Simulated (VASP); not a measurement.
Calculation: PBEsol GGA, VASP's PBE PAW potentials (set 64) (plane waves; VASP 6.6.1).

Input for VASP

KPOINTS:
```
K-points
0
G
  12 12 12
0 0 0
```

### INCAR
```
! general
SYSTEM  = As
PREC    = Accurate
ENCUT   = 500
LREAL   = F
LASPH   = T

! electronic loop
EDIFF   = 1E-6
NELM    = 100
ALGO    = Normal
LMAXMIX = 4

! smearing
ISMEAR  = 1
SIGMA   = 0.1

! functional
GGA     = PS

! ions
IBRION  = 2
NSW     = 40
ISIF    = 3
EDIFFG  = -0.02

! output
LWAVE   = F
LCHARG  = F
```

File POSCAR:
```
As
1
    3.5342911030    -1.8944734389    -0.0538305890
    3.5342911030     1.8944734389    -0.0538305890
    2.5665578036     0.0000000000     3.0815451243
As
2
Direct
  0.2304979450   0.2304979450   0.2304979450
  0.7695020550   0.7695020550   0.7695020550
```

POTCAR, in this order: As (PBE.64 set). Program: vasp_std.

The resulting files:

File OUTCAR:
```
 ion  position               nearest neighbor table
   1  0.230  0.230  0.230-   2 2.54   2 2.54   2 2.54
   2  0.770  0.770  0.770-   1 2.54   1 2.54   1 2.54
  LATTYP: Found a trigonal (rhomboedric) cell.
 ALAT       =     4.0103791521
 COS(alpha) =     0.5536904454
 Subroutine PRICEL returns:
 Original cell was already a primitive cell.
 Subroutine GETGRP returns: Found 12 space group operations
The static configuration has the point symmetry D_3d.
The dynamic configuration has the point symmetry D_3d.
 Subroutine INISYM returns: Found 12 space group operations
 Subroutine IBZKPT returns following result:
 Found    189 irreducible k-points:

 Following reciprocal coordinates:
            Coordinates               Weight
  0.000000  0.000000  0.000000      1.000000
  0.083333 -0.000000 -0.000000      6.000000
  0.166667 -0.000000 -0.000000      6.000000
  0.250000 -0.000000 -0.000000      6.000000
  0.333333 -0.000000  0.000000      6.000000
  0.416667 -0.000000  0.000000      6.000000
  0.500000 -0.000000 -0.000000      3.000000
  0.083333  0.083333 -0.000000      6.000000
  0.166667  0.083333 -0.000000     12.000000
  0.250000  0.083333  0.000000     12.000000
  0.333333  0.083333 -0.000000     12.000000
  0.416667  0.083333 -0.000000     12.000000
  0.500000  0.083333 -0.000000     12.000000
 -0.416667  0.083333  0.000000     12.000000
 -0.333333  0.083333  0.000000     12.000000
 -0.250000  0.083333  0.000000     12.000000
 -0.166667  0.083333  0.000000     12.000000
 -0.083333  0.083333  0.000000      6.000000
  0.166667  0.166667 -0.000000      6.000000
  0.250000  0.166667  0.000000     12.000000
  0.333333  0.166667 -0.000000     12.000000
  0.416667  0.166667 -0.000000     12.000000
  0.500000  0.166667  0.000000     12.000000
...
```

**OSZICAR**
```
       N       E                     dE             d eps       ncg     rms          rms(c)
DAV:   1     0.291124943386E+02    0.29112E+02   -0.42774E+03  3402   0.900E+02
DAV:   2    -0.904979217012E+01   -0.38162E+02   -0.37097E+02  5165   0.122E+02
DAV:   3    -0.102391252570E+02   -0.11893E+01   -0.11859E+01  3989   0.260E+01
DAV:   4    -0.102450547937E+02   -0.59295E-02   -0.59285E-02  4302   0.188E+00
DAV:   5    -0.102450690892E+02   -0.14295E-04   -0.14294E-04  3830   0.799E-02    0.333E+00
DAV:   6    -0.102277743980E+02    0.17295E-01   -0.45210E-03  3792   0.485E-01    0.198E+00
DAV:   7    -0.102180352636E+02    0.97391E-02   -0.98560E-03  3654   0.738E-01    0.674E-02
DAV:   8    -0.102180640600E+02   -0.28796E-04   -0.20386E-04  3573   0.113E-01    0.221E-02
DAV:   9    -0.102180755048E+02   -0.11445E-04   -0.23681E-05  4088   0.375E-02    0.792E-03
DAV:  10    -0.102180748243E+02    0.68044E-06   -0.24674E-06  2885   0.105E-02
   1 F= -.10218075E+02 E0= -.10218088E+02  d E =-.102181E+02
```

OUTCAR:
```
------------------------ aborting loop because EDIFF is reached ----------------------------------------
  FORCE on cell =-STRESS in cart. coord.  units (eV):
  Direction    XX          YY          ZZ          XY          YZ          ZX
  --------------------------------------------------------------------------------------
  Total       -0.0051944      0.0036082      0.0027697      0.0000000      0.0000000     -0.0027169
  in kB       -0.1991519      0.1383384      0.1061875      0.0000000      0.0000000     -0.1041663
  external PRESSURE =       0.0151246 kB  Pullay stress =       0.0000000 kB
  volume of cell :       41.79
      direct lattice vectors                 reciprocal lattice vectors
     3.534291103 -1.894473439 -0.053830589     0.139698928 -0.263925579 -0.116352466
     3.534291103  1.894473439 -0.053830589     0.139698928  0.263925579 -0.116352466
     2.566557804  0.000000000  3.081545124     0.004880717  0.000000000  0.320447476
 POSITION                                       TOTAL-FORCE (eV/Angst)
 -----------------------------------------------------------------------------------
      2.22088      0.00000      0.68547         0.001112      0.000000      0.000343
      7.41426      0.00000      2.28841        -0.001112      0.000000     -0.000343
 -----------------------------------------------------------------------------------
    total drift:                               -0.000000      0.000000     -0.000000
  FREE ENERGIE OF THE ION-ELECTRON SYSTEM (eV)
  ---------------------------------------------------
  free  energy   TOTEN  =       -10.2180748243 eV

  energy  without entropy=      -10.2181155129  energy(sigma->0) =      -10.21808839

 reached required accuracy - stopping structural energy minimisation
```
(Selected blocks of OUTCAR.)

The compound is As in the a7 structure. It was relaxed first.
